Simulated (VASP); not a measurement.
All values below come from PBE GGA, VASP's PBE PAW potentials (set 64) (plane waves; VASP).

Input for VASP

### INCAR
```
SYSTEM  =  FeSe2
PREC  =  Accurate; ENCUT  =  300; LREAL  =  .FALSE.
LASPH  =  .TRUE.
EDIFF  =  1E-6; NELM  =  100; ALGO  =  Normal
LMAXMIX  =  4
ISMEAR  =  -1; SIGMA  =  0.1
GGA  =  PE
MAGMOM  =  4.0 0.0 0.0
ISPIN  =  2
ISIF  =  2
LWAVE  =  .FALSE.; LCHARG  =  .FALSE.; LORBIT  =  11
```

KPOINTS:
```
Automatic mesh
0
Gamma
4 4 4
0 0 0
```

POSCAR:
```
FeSe2
12.2120220
  0.1291371732   0.0745573501   0.5000000000
 -0.1291371732   0.0745573501   0.5000000000
  0.0000000000  -0.1491147821   0.5000000000
Fe Se
1 2
Direct
 -0.0113820000   0.0141130000  -0.0092760000
  0.7736580000   0.7287500000   0.7490480000
  0.5710240000   0.5904370000   0.5935270000
```

POTCAR, in this order: Fe Se (PBE.64 set). Program: vasp_std.

What VASP printed:

OSZICAR:
```
       N       E                     dE             d eps       ncg     rms          rms(c)
DAV:   1     0.873000771692E+02    0.87300E+02   -0.62596E+03  2328   0.754E+02
DAV:   2    -0.112014344441E+02   -0.98502E+02   -0.93295E+02  2560   0.199E+02
DAV:   3    -0.170802916042E+02   -0.58789E+01   -0.57693E+01  2976   0.543E+01
DAV:   4    -0.171609804498E+02   -0.80689E-01   -0.80633E-01  2720   0.727E+00
DAV:   5    -0.171623322148E+02   -0.13518E-02   -0.13516E-02  3032   0.857E-01    0.171E+01
DAV:   6    -0.254311424279E+02   -0.82688E+01   -0.32759E+01  2856   0.117E+02    0.364E+01
DAV:   7    -0.155934360993E+02    0.98377E+01   -0.16767E+01  2952   0.939E+01    0.479E+00
DAV:   8    -0.157811415990E+02   -0.18771E+00   -0.20690E+00  3432   0.133E+01    0.308E+00
DAV:   9    -0.157604315480E+02    0.20710E-01   -0.16421E-01  3064   0.539E+00    0.122E+00
DAV:  10    -0.157598376131E+02    0.59393E-03   -0.79346E-03  3288   0.907E-01    0.457E-01
DAV:  11    -0.157615865363E+02   -0.17489E-02   -0.37286E-03  2824   0.507E-01    0.284E-01
DAV:  12    -0.157615179612E+02    0.68575E-04   -0.10640E-03  3568   0.430E-01    0.702E-02
DAV:  13    -0.157615237764E+02   -0.58152E-05   -0.16102E-04  3048   0.123E-01    0.389E-02
DAV:  14    -0.157615294085E+02   -0.56321E-05   -0.15778E-05  3128   0.346E-02    0.234E-02
DAV:  15    -0.157615313970E+02   -0.19885E-05   -0.50047E-06  2704   0.351E-02    0.837E-03
DAV:  16    -0.157615320246E+02   -0.62754E-06   -0.13213E-06  1912   0.160E-02
   1 F= -.15761532E+02 E0= -.15732267E+02  d E =-.585300E-01  mag=     1.8564
```

OUTCAR:
```
------------------------ aborting loop because EDIFF is reached ----------------------------------------
  FORCE on cell =-STRESS in cart. coord.  units (eV):
  Direction    XX          YY          ZZ          XY          YZ          ZX
  --------------------------------------------------------------------------------------
  Total        3.3622047      2.8583042      3.7214146     -0.3385649     -0.1738538     -0.7322670
  in kB      102.4020972     87.0548837    113.3424908    -10.3116148     -5.2950351    -22.3025307
  external PRESSURE =     100.9331572 kB  Pullay stress =       0.0000000 kB
  volume of cell :       52.60
      direct lattice vectors                 reciprocal lattice vectors
     1.577026000  0.910496000  6.106011000     0.317052477  0.183050344  0.054591024
    -1.577026000  0.910496000  6.106011000    -0.317052477  0.183050344  0.054591024
     0.000000000 -1.820993000  6.106011000     0.000000000 -0.366100687  0.054590994
 POSITION                                       TOTAL-FORCE (eV/Angst)
 -----------------------------------------------------------------------------------
      1.53682     -0.89112     12.17206         0.579751     -0.390050      0.924762
      0.07082      0.00393     13.74742        -0.539537      0.121488      0.368166
     -0.03061     -0.02330     10.71598        -0.040214      0.268562     -1.292927
 -----------------------------------------------------------------------------------
    total drift:                                0.000025      0.000018      0.000021
  FREE ENERGIE OF THE ION-ELECTRON SYSTEM (eV)
  ---------------------------------------------------
  free  energy   TOTEN  =       -15.7615320246 eV

  energy  without entropy=      -15.7030020171  energy(sigma->0) =      -15.73226702

 total charge

# of ion       s       p       d       tot
------------------------------------------
    1        0.419   0.563   6.404   7.386
    2        1.502   2.238   0.067   3.807
    3        1.498   2.279   0.080   3.857
--------------------------------------------------
tot          3.420   5.080   6.551  15.051

 magnetization (x)

# of ion       s       p       d       tot
------------------------------------------
    1        0.022   0.016   1.843   1.880
    2        0.007  -0.045   0.002  -0.036
    3        0.008  -0.061   0.002  -0.051
--------------------------------------------------
tot          0.037  -0.090   1.846   1.793
```
(Selected blocks of OUTCAR.)

At this cut-off the stress carries a Pulay error, which pulls relaxed volumes low. The moments were started parallel, and other spin orders were not tried in this run.

The structure was generated: FeSe2 was put into an ordered model structure, which need not be its known phase. The cell was not relaxed at this level, atoms are displaced from their ideal sites. The k-mesh is coarse (spacing up to 0.58 per Å, 2π included), so the numbers may not be converged in it.
